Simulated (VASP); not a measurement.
Here is the system:

```
CELL_PARAMETERS angstrom
      3.91265     0.00000     0.00000
      0.00000     3.91265     0.00000
      0.00000     0.00000     3.91265
ATOMIC_POSITIONS crystal
  Ti 0.00000 0.00000 0.00000
  Pt 0.00000 0.50000 0.50000
  Pt 0.50000 0.00000 0.50000
  Pt 0.50000 0.50000 0.00000
```

The numbers are results of PBE GGA with D4 dispersion, VASP's PBE PAW potentials (set 64) (plane waves; VASP 6.6.1), not measurements. Settings: 520 eV cut-off, Gaussian smearing of 0.050 eV, potentials Ti_sv Pt.

Problem. Give the energies of bands 11 to 24 at the high-symmetry points, in eV from the Fermi level.

Solution. 
```tsv
band	Γ	X	M	R
11	-6.67	-5.04	-4.80	-4.46
12	-3.60	-4.65	-4.80	-3.63
13	-3.60	-4.35	-4.34	-3.63
14	-3.60	-4.35	-4.34	-3.63
15	-1.70	-3.56	-4.11	-3.04
16	-1.70	-3.10	-3.19	-3.04
17	-0.56	-2.67	-3.10	-0.95
18	0.01	-2.67	-3.10	-0.70
19	0.01	-2.61	-2.45	-0.70
20	0.01	-1.39	-2.31	-0.70
21	1.32	-0.25	-2.26	-0.48
22	1.32	-0.25	0.16	-0.48
23	1.56	0.01	0.16	-0.48
24	1.56	0.41	0.32	1.14
```

It has no gap at this level: it comes out as a metal or semimetal.

The compound is Pt3Ti in the L1_2 structure. It was relaxed first.
